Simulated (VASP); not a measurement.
# BeCd2S3 in VASP: further runs, part 2 of 2

VASP 6.6.1. Earlier steps stand in the parts before.

**3. Relaxation of cell and atoms, PBE**

This run uses another cell than the first one, of 20.73 Å³/atom, 0.833 times its volume.

INCAR

```
ALGO     = Fast           # electronic algorithm
EDIFF    = 1E-4           # SCF threshold, eV
EDIFFG   = -0.08          # ionic threshold
ENCUT    = 520            # plane-wave cutoff, eV
GGA      = PE             # functional
IBRION   = 2              # ionic algorithm
ISIF     = 3              # what is computed and relaxed
ISMEAR   = 0              # smearing method
LASPH    = T              # aspherical terms in the spheres
LCHARG   = F              # write CHGCAR
LREAL    = F              # projectors in reciprocal space
LWAVE    = F              # write WAVECAR
NELM     = 60             # most SCF steps
NSW      = 24             # ionic steps
PREC     = Normal         # precision mode
SIGMA    = 0.15           # smearing width, eV
```

KPOINTS

```
k-points
0
Gamma
  4 4 2
```

POSCAR

```
BeCd2S3
1.0
    3.8347747600      0.0000000000      0.0000000000
    0.0000000000      3.8347747600      0.0000000000
    0.0000000000      0.0000000000      8.4598786700
Be Cd S
1 2 3
Direct
    0.5000000000      0.5000000000      0.0000000000
    0.5000000000      0.0000000000      0.7391930200
    0.0000000000      0.5000000000      0.2608069800
    0.5000000000      0.0000000000      0.3837740100
    0.0000000000      0.5000000000      0.6162259900
    0.0000000000      0.0000000000      0.0000000000
```

Potentials or basis: VASP PAW PBE potentials, release 64 (Be, Cd, S).

Launch:

```sh
> cat potpaw_PBE.64/Be/POTCAR potpaw_PBE.64/Cd/POTCAR potpaw_PBE.64/S/POTCAR > POTCAR
> mpirun -np 1 vasp_std > vasp.out
```

OUTCAR:

```text
EDIFF = 1E-4
   EDIFFG = -0.08
   ENCUT = 520
   GGA = PE
   IBRION = 2
   ISIF = 3
   ISMEAR = 0
   LASPH = T
   LREAL = F
   NELM = 60
   NSW = 24
   PREC = Normal

 ion  position               nearest neighbor table
   1  0.500  0.500  0.000-   2 2.92   3 2.92   2 2.92   3 2.92
   2  0.500  0.000  0.739-   5 2.90   5 2.90   5 2.90   5 2.90   1 2.92   6 2.92   6 2.92   1 2.92
                             4 3.01
   3  0.000  0.500  0.261-   4 2.90   4 2.90   4 2.90   4 2.90   6 2.92   1 2.92   6 2.92   1 2.92
                             5 3.01
   4  0.500  0.000  0.384-   3 2.90   3 2.90   3 2.90   3 2.90   2 3.01
   5  0.000  0.500  0.616-   2 2.90   2 2.90   2 2.90   2 2.90   3 3.01
   6  0.000  0.000  0.000-   2 2.92   3 2.92   3 2.92   2 2.92

  LATTYP: Found a simple tetragonal cell.
 ALAT       =     3.8347747600
 C/A-ratio  =     2.2060953249

  Lattice vectors:

 A1 = (   3.8347747600,   0.0000000000,   0.0000000000)
 A2 = (   0.0000000000,   3.8347747600,   0.0000000000)
 A3 = (   0.0000000000,   0.0000000000,   8.4598786700)

Analysis of symmetry for initial positions (statically):
=====================================================================
 Subroutine PRICEL returns:
 Original cell was already a primitive cell.

 Routine SETGRP: Setting up the symmetry group for a
 simple tetragonal supercell.

 Subroutine GETGRP returns: Found  8 space group operations
 (whereof  8 operations were pure point group operations)
 out of a pool of 16 trial point group operations.

The static configuration has the point symmetry D_2d.

Analysis of symmetry for dynamics (positions and initial velocities):
=====================================================================
 Subroutine PRICEL returns:
 Original cell was already a primitive cell.

 Routine SETGRP: Setting up the symmetry group for a
 simple tetragonal supercell.

 Subroutine GETGRP returns: Found  8 space group operations
 (whereof  8 operations were pure point group operations)
 out of a pool of 16 trial point group operations.

The dynamic configuration has the point symmetry D_2d.

 Subroutine INISYM returns: Found  8 space group operations
 (whereof  8 operations are pure point group operations),
 and found     1 'primitive' translations

----------------------------------------------------------------------------------------

                                     Primitive cell

  volume of cell :     124.4067

  direct lattice vectors                    reciprocal lattice vectors
     3.834774760  0.000000000  0.000000000     0.260771509  0.000000000  0.000000000
     0.000000000  3.834774760  0.000000000     0.000000000  0.260771509  0.000000000
     0.000000000  0.000000000  8.459878670     0.000000000  0.000000000  0.118205005

  length of vectors
     3.834774760  3.834774760  8.459878670     0.260771509  0.260771509  0.118205005

  position of ions in fractional coordinates (direct lattice)
     0.500000000  0.500000000  0.000000000
     0.500000000  0.000000000  0.739193020
     0.000000000  0.500000000  0.260806980
     0.500000000  0.000000000  0.383774010
     0.000000000  0.500000000  0.616225990
     0.000000000  0.000000000  0.000000000

  ion indices of the primitive-cell ions
   primitive index   ion index
                 1           1
                 2           2
                 3           3
                 4           4
                 5           5
                 6           6

----------------------------------------------------------------------------------------

[... 50 lines left out ...]
   ISPIN  =      1    spin polarized calculation?
   LNONCOLLINEAR =      F non collinear calculations
   LSORBIT =      F    spin-orbit coupling
   LASPH  =      T    aspherical Exc in radial PAW
   ENCUT  =  520.0 eV  38.22 Ry    6.18 a.u.   7.13  7.13 15.73*2*pi/ulx,y,z
   NELM   =     60;   NELMIN=  2; NELMDL= -5     # of ELM steps
   EDIFF  = 0.1E-03   stopping-criterion for ELM
   LREAL  =      F    real-space projection
   EDIFFG = -.8E-01   stopping-criterion for IOM
   NSW    =     24    number of steps for IOM
   IBRION =      2    ionic relax: 0-MD 1-quasi-New 2-CG
   NFREE  =      1    steps in history (QN), initial steepest desc. (CG)
   ISIF   =      3    stress and relaxation
   ISYM   =      2    0-nonsym 1-usesym 2-fastsym
   POTIM  = 0.5000    time-step for ionic-motion
   TEBEG  =    0.0;   TEEND  =   0.0 temperature during run
   PSTRESS=    0.0 pullay stress
   NELECT =      44.0000    total number of electrons
   NUPDOWN=      -1.0000    fix difference up-down
   EMIN   =  10.00;   EMAX   =-10.00  energy-range for DOS
   EFERMI =   0.00;   METHOD = LEGACY
   ISMEAR =     0;   SIGMA  =   0.15  broadening in eV -4-tet -1-fermi 0-gaus
   EFERMI_NEDOS =   21; number of points for ismear=-14 and -15
   IALGO  =     68    algorithm
   IMIX   =      4    mixing-type and parameters
     AMIX     =   0.40;   BMIX     =  1.00
     AMIX_MAG =   1.60;   BMIX_MAG =  1.00
  volume/ion in A,a.u.               =      20.73       139.92
  Fermi-wavevector in a.u.,A,eV,Ry     =   1.157740  2.187812 18.236736  1.340362
  Thomas-Fermi vector in A             =   2.294349
   LORBIT       =      0    0 simple, 1 ext, 2 COOP (PROOUT), +10 PAW based schemes
   GGA     = PE    functional components
   LHFCALC =     F    Hartree Fock is set to
   AEXX    =    0.0000 exact exchange contribution
   IVDW    =     0    specifies the selected vdW correction
   LEPSILON=     F    determine dielectric tensor
   LRPA    =     F    only Hartree local field effects (RPA)
 conjugate gradient relaxation of ions
 non-spin polarized calculation
 RMM-DIIS sequential band-by-band and
 Gauss-broadening in eV      SIGMA  =   0.15
  energy-cutoff  :      520.00
  volume of cell :      124.41
 maximum number of plane-waves:      3372
   NGX = 15   NGY = 15   NGZ = 31

--------------------------------------- Ionic step        1  -------------------------------------------

 number of electron      44.0000040 magnetization

 Free energy of the ion-electron system (eV)
  ---------------------------------------------------
  ext. energy  EPLUGINS =         0.00000000
  ---------------------------------------------------
  free energy    TOTEN  =       -15.99368496 eV

  energy without entropy =      -15.93352186  energy(sigma->0) =      -15.96360341

------------------------ aborting loop because EDIFF is reached ----------------------------------------

  FORCE on cell =-STRESS in cart. coord.  units (eV):
  Direction    XX          YY          ZZ          XY          YZ          ZX
  --------------------------------------------------------------------------------------
  -------------------------------------------------------------------------------------
  Total       -7.1256046     -7.1256046     -1.5515450      0.0000000     -0.0000000     -0.0000000
  in kB      -91.7674048    -91.7674048    -19.9816382      0.0000000     -0.0000000     -0.0000000
  external PRESSURE =     -67.8388159 kB  Pullay stress =       0.0000000 kB
[... 101 lines left out ...]
  FREE ENERGIE OF THE ION-ELECTRON SYSTEM (eV)
  ---------------------------------------------------
  free  energy   TOTEN  =       -16.7578526135 eV

  energy  without entropy=      -16.6919391886  energy(sigma->0) =      -16.72489590

 E-fermi :   3.9653     XC(G=0): -10.0535

 val. band max:        3.9578310142   @ k =   0.5000   0.5000   0.5000
 cond. band min:       4.0077115820   @ k =   0.5000   0.0000   0.0000
 fundamental gap:      0.0498805678
 Fermi energy:         3.9652607216

 k-point     1 :       0.0000    0.0000    0.0000
  band No.  band energies     occupation
      1     -10.0448      2.00000
      2      -9.6243      2.00000
      3      -9.3858      2.00000
      4      -4.9664      2.00000
      5      -4.9597      2.00000
      6      -4.7102      2.00000
[... 337 lines left out ...]
     25       3.9578      1.05584
     26       6.1793      0.00000

[... ionic steps 4 to 14 ...]

--------------------------------------- Ionic step       15  -------------------------------------------

 number of electron      44.0000076 magnetization

------------------------ aborting loop because EDIFF is reached ----------------------------------------
[... 75 lines left out ...]
--------------------------------------- Ionic step       17  -------------------------------------------

 number of electron      44.0000070 magnetization

 Free energy of the ion-electron system (eV)
  ---------------------------------------------------
  ext. energy  EPLUGINS =         0.00000000
  ---------------------------------------------------
  free energy    TOTEN  =       -17.76938862 eV

  energy without entropy =      -17.75166154  energy(sigma->0) =      -17.76052508

 E-fermi :   2.5951     XC(G=0):  -9.1371

 val. band max:        2.3061549634   @ k =   0.5000   0.5000   0.0000
 cond. band min:       2.6638759112   @ k =   0.5000   0.0000   0.0000
 fundamental gap:      0.3577209478
 Fermi energy:         2.5951175274

 k-point     1 :       0.0000    0.0000    0.0000
  band No.  band energies     occupation
      1     -11.1120      2.00000
      2     -10.9600      2.00000
      3     -10.3257      2.00000
      4      -6.2577      2.00000
      5      -6.2526      2.00000
      6      -5.9715      2.00000
[... 370 lines left out ...]
  FREE ENERGIE OF THE ION-ELECTRON SYSTEM (eV)
  ---------------------------------------------------
  free  energy   TOTEN  =       -17.7693886165 eV

  energy  without entropy=      -17.7516615403  energy(sigma->0) =      -17.76052508

 reached required accuracy - stopping structural energy minimisation
```

Run time: 2.5 min. Hardware: 1 thread of Intel Xeon Platinum 8488C (Sapphire Rapids), shared host; peak memory 0.19 GiB.

What came out:

* Free energy: -17.7694 eV
* Relaxed volume: 22.77 Å³/atom
* Relaxed cell: a = 3.533 Å, b = 3.533 Å, c = 10.941 Å, α = 90.00°, β = 90.00°, γ = 90.00°
* Space group after relaxing (to 0.05 Å): P-4m2 (No. 115)
* Energy gained by relaxing: 296.0 meV/atom
* Ionic steps: 17
* Pressure after relaxing: -0.3 GPa
* Largest force after relaxing: 0.068 eV/Å
* Band gap on the k mesh: none (metal or under the smearing width)

Forces on the atoms (eV/Å):
```
Be   0.000  0.000  0.000
Cd   0.000  0.000 -0.068
Cd   0.000  0.000  0.068
S    0.000  0.000  0.015
S    0.000  0.000 -0.015
S    0.000  0.000  0.000
```

Step by step:
| step | energy change (eV) | largest force (eV/Å) | pressure (GPa) | volume (Å³) |
| --- | --- | --- | --- | --- |
| 1 | 0.0000 | 1.2241 | -6.78 | 124.41 |
| 2 | -0.7266 | 1.0144 | 0.45 | 109.18 |
| 3 | -0.7642 | 0.8947 | 4.10 | 105.07 |
| 4 | -1.1630 | 0.5380 | 5.04 | 105.92 |
| 5 | -1.3121 | 0.0602 | 8.32 | 106.57 |
| 6 | -1.6110 | 0.0683 | 4.07 | 116.01 |
| 7 | -1.6786 | 0.3334 | -2.18 | 130.95 |
| 8 | -1.6922 | 0.3213 | -1.31 | 127.79 |
| 9 | -1.6937 | 0.2945 | -1.02 | 126.49 |
| 10 | -1.6929 | 0.2744 | -0.63 | 125.25 |
| 11 | -1.6936 | 0.2774 | -0.70 | 125.85 |
| 12 | -1.7116 | 0.2397 | -0.41 | 126.53 |
| 13 | -1.7466 | 0.1507 | 0.62 | 128.53 |
| 14 | -1.7128 | 0.1091 | 3.07 | 132.34 |
| 15 | -1.7537 | 0.1017 | 1.09 | 129.58 |
| 16 | -1.7641 | 0.0834 | 0.96 | 131.32 |
| 17 | -1.7757 | 0.0678 | -0.31 | 136.60 |

Final structure:
```
CELL_PARAMETERS angstrom
3.53332 0.00000 0.00000
0.00000 3.53332 0.00000
0.00000 0.00000 10.94142
ATOMIC_POSITIONS crystal
Be 0.50000 0.50000 0.00000
Cd 0.50000 0.00000 0.68625
Cd 0.00000 0.50000 0.31375
S 0.50000 0.00000 0.34392
S 0.00000 0.50000 0.65608
S 0.00000 0.00000 0.00000
```

Caveat: the k mesh is coarse (spacing up to 0.41 Å⁻¹), so the values aren't converged; the relaxation stopped at a loose force limit of 0.08 eV/Å, so its end isn't a converged minimum.

**4. Relaxation of cell and atoms, PBE**

This run uses another cell than the first one, of 21.73 Å³/atom, 0.873 times its volume.

INCAR is that of step 3.

KPOINTS is that of step 3.

POSCAR

```
BeCd2S3
1.0
    4.0417914800      0.0000000000      0.0000000000
    0.0000000000      4.0417914800      0.0000000000
    0.0000000000      0.0000000000      7.9795917900
Be Cd S
1 2 3
Direct
    0.5000000000      0.5000000000      0.5000000000
    0.0000000000      0.0000000000      0.1487863200
    0.0000000000      0.0000000000      0.8512136800
    0.5000000000      0.0000000000      0.0000000000
    0.0000000000      0.5000000000      0.0000000000
    0.0000000000      0.0000000000      0.5000000000
```

Launch:

```sh
> cat potpaw_PBE.64/Be/POTCAR potpaw_PBE.64/Cd/POTCAR potpaw_PBE.64/S/POTCAR > POTCAR
> mpirun -np 1 vasp_std > vasp.out
```

Wall time 1.8 min (1 thread of Intel Xeon Platinum 8488C (Sapphire Rapids), shared host); peak memory 0.19 GiB.

The run converged. Its results:

| Property | Result |
| --- | --- |
| Free energy | -14.6301 eV |
| Relaxed volume | 24.99 Å³/atom |
| Relaxed cell | a = 4.254 Å, b = 4.254 Å, c = 8.285 Å, α = 90.00°, β = 90.00°, γ = 90.00° |
| Space group after relaxing (to 0.05 Å) | P4/mmm (No. 123) |
| Energy gained by relaxing | 677.5 meV/atom |
| Ionic steps | 12 |
| Pressure after relaxing | -0.3 GPa |
| Largest force after relaxing | 0.013 eV/Å |
| Band gap on the k mesh | none (metal or under the smearing width) |

Forces in eV/Å, atoms in the order of the input:
```
Be   0.000  0.000  0.000
Cd   0.000  0.000 -0.013
Cd   0.000  0.000  0.013
S    0.000  0.000  0.000
S    0.000  0.000  0.000
S    0.000  0.000  0.000
```

Stress tensor (GPa, compression positive):
```
-0.48  0.00  0.00
 0.00 -0.48  0.00
 0.00  0.00  0.19
```

Step by step:
```tsv
step	energy change (eV)	largest force (eV/Å)	pressure (GPa)	volume (Å³)
1	0.0000	9.7904	23.75	130.36
2	-2.3878	0.7785	-7.35	201.05
3	-3.7789	0.8417	-2.80	163.99
4	-3.7824	0.9343	-2.30	162.97
5	-3.7828	0.9996	-2.09	162.27
6	-3.9551	0.8139	-1.14	155.89
7	-3.9651	0.1435	2.57	144.01
8	-4.0257	0.5207	0.47	150.19
9	-4.0278	0.4364	0.68	149.16
10	-4.0537	0.0385	0.03	150.28
11	-4.0552	0.0767	-0.24	150.63
12	-4.0651	0.0128	-0.25	149.94
```

Final structure:
```
CELL_PARAMETERS angstrom
4.25429 0.00000 0.00000
0.00000 4.25429 0.00000
0.00000 0.00000 8.28468
ATOMIC_POSITIONS crystal
Be 0.50000 0.50000 0.50000
Cd 0.00000 0.00000 0.19940
Cd 0.00000 0.00000 0.80060
S 0.50000 0.00000 0.00000
S 0.00000 0.50000 0.00000
S 0.00000 0.00000 0.50000
```

Levels at points of the mesh, in eV from the Fermi level:
```csv
k point,band 19,band 20,band 21,band 22,band 23,band 24,band 25,band 26
"(0.00, 0.00, 0.00)",-2.34,-1.95,-1.15,-0.29,0.15,0.15,2.19,2.83
"(0.50, 0.00, 0.00)",-2.58,-2.11,-1.96,-1.82,0.80,1.28,1.44,2.28
"(0.50, 0.50, 0.00)",-3.21,-3.21,-1.33,0.64,0.92,1.20,1.93,2.17
"(0.00, 0.00, 0.50)",-2.48,-1.47,-1.15,0.13,0.13,0.68,2.10,2.33
"(0.50, 0.00, 0.50)",-2.76,-2.15,-2.08,-1.96,0.70,1.33,1.45,2.27
"(0.50, 0.50, 0.50)",-2.68,-2.68,-1.36,-0.81,0.64,1.20,2.19,2.70
```

Caveat: the k mesh is coarse (spacing up to 0.39 Å⁻¹), so the values aren't converged; the volume moved by over 15 % at a fixed basis, so the end points are rough; the relaxation stopped at a loose force limit of 0.08 eV/Å, so its end isn't a converged minimum.
